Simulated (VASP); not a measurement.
Consider the following.

```yaml
crystal:
  lattice:
    - [0.00000, 3.51958, 3.51958]
    - [3.51958, 0.00000, 3.51958]
    - [3.51958, 3.51958, 0.00000]
  atoms:
    - { symbol: Sr, position: [0.00000, 0.00000, 0.00000] }
    - { symbol: Cl, position: [0.25000, 0.25000, 0.25000] }
    - { symbol: Cl, position: [0.75000, 0.75000, 0.75000] }
```

Method: PBE GGA, VASP's PBE PAW potentials (set 64) (plane waves; VASP). Settings: 400 eV cut-off, 7×7×7 Γ-centred mesh, Gaussian smearing of 0.010 eV, potentials Sr_sv Cl.

Question: Estimate the energy per atom (σ→0).

Answer: 
```yaml
energy per atom (σ→0): -4.263 eV/atom
```

Only differences to runs with the same potentials and settings are physical.

The compound is SrCl2 in the fluorite structure. It was relaxed first.
